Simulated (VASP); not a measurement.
A convergence study with VASP on SiC (zinc blende): one setting is varied, all else stays as given below, so the limit is that of these other settings. Each run relaxes cell and ions from the cell shown.

```xyz
2
Lattice="0.0000 2.1800 2.1800 2.1800 0.0000 2.1800 2.1800 2.1800 0.0000" Properties=species:S:1:pos:R:3 pbc="T T T"
Si     0.0000     0.0000     0.0000
C      1.0900     1.0900     1.0900
```

Level of theory: PBEsol GGA, VASP's PBE PAW potentials (set 64) (plane waves; VASP). The tightest run used: 700 eV cut-off, 15×15×15 Γ-centred mesh, Gaussian smearing of 0.050 eV, potentials Si C.

Gaps are read on the run's mesh, which can miss a band edge.

Problem. The settings run are 2×2×2 mesh; 3×3×3 mesh; 4×4×4 mesh; 5×5×5 mesh; 6×6×6 mesh; 7×7×7 mesh; 8×8×8 mesh; 10×10×10 mesh; 11×11×11 mesh; 12×12×12 mesh; 13×13×13 mesh; 14×14×14 mesh; 15×15×15 mesh. From which on does the relaxed volume stay within 0.1 Å³/atom of the tightest run?

Solution. From 3×3×3 mesh on: it is off by 0.074 there and by no more than 0.1 in any finer run, while 2×2×2 mesh is off by 0.413.
| setting | relaxed volume (Å³/atom) | E (eV/atom) | gap on the mesh (eV) | irreducible k-points | difference judged (Å³/atom) |
|---|---|---|---|---|---|
| 2×2×2 mesh | 10.758 | -6.6957 | 0.803 | 3 | 0.413 |
| 3×3×3 mesh | 10.419 | -7.7004 | 2.361 | 4 | 0.074 |
| 4×4×4 mesh | 10.364 | -7.8939 | 1.183 | 8 | 0.019 |
| 5×5×5 mesh | 10.351 | -7.9409 | 1.687 | 10 | 0.006 |
| 6×6×6 mesh | 10.347 | -7.9538 | 1.228 | 16 | 0.002 |
| 7×7×7 mesh | 10.346 | -7.9576 | 1.474 | 20 | 0.001 |
| 8×8×8 mesh | 10.345 | -7.9589 | 1.234 | 29 | 0.000 |
| 10×10×10 mesh | 10.345 | -7.9595 | 1.235 | 47 | 0.000 |
| 11×11×11 mesh | 10.345 | -7.9595 | 1.333 | 56 | 0.000 |
| 12×12×12 mesh | 10.345 | -7.9595 | 1.235 | 72 | 0.000 |
| 13×13×13 mesh | 10.345 | -7.9595 | 1.305 | 84 | 0.000 |
| 14×14×14 mesh | 10.345 | -7.9595 | 1.235 | 104 | 0.000 |
| 15×15×15 mesh | 10.345 | -7.9595 | 1.288 | 120 | 0.000 |

Left out are rungs that failed or repeat a setting and relaxations that didn't move; long series are thinned to 24 rows.

The compound is SiC in the zinc blende structure.
